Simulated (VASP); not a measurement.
```xyz
2
Lattice="3.0498 0.0000 0.0000 0.0000 3.0498 0.0000 0.0000 0.0000 3.0498" Properties=species:S:1:pos:R:3 pbc="T T T"
Ti     0.0000     0.0000     0.0000
Co     1.5249     1.5249     1.5249
```
Cell charge +0.02.

Calculation: PBE GGA, VASP's PBE PAW potentials (set 64) (plane waves; VASP). Settings: NELECT = 20.98, 400 eV cut-off, 11×11×11 Γ-centred mesh, Gaussian smearing of 0.050 eV, potentials Ti_sv Co.

The cell is charged, with a uniform compensating background.

Q: What does the run give for the energy per atom (σ→0), pressure, band gap (on the k-mesh) with the smallest direct gap where there is one?

A: 
| Property | Result |
|---|---|
| band gap (on the k-mesh) | none (metal, semimetal or under 0.01 eV) |
| energy per atom (σ→0) | -7.863 eV/atom |
| pressure | -14.00 GPa |

Only differences to runs with the same potentials and settings are physical.

The compound is TiCo in the CsCl type structure. The cell was not relaxed at this level. The run is one of a series of settings (ISMEAR = 0, NELECT = 20.98, SIGMA = 0.05 against the base run), some of them coarse on purpose. The run is not spin-polarised, so no magnetic state was tried. The electron count is odd and the run is not spin-polarised, which forces a metal.
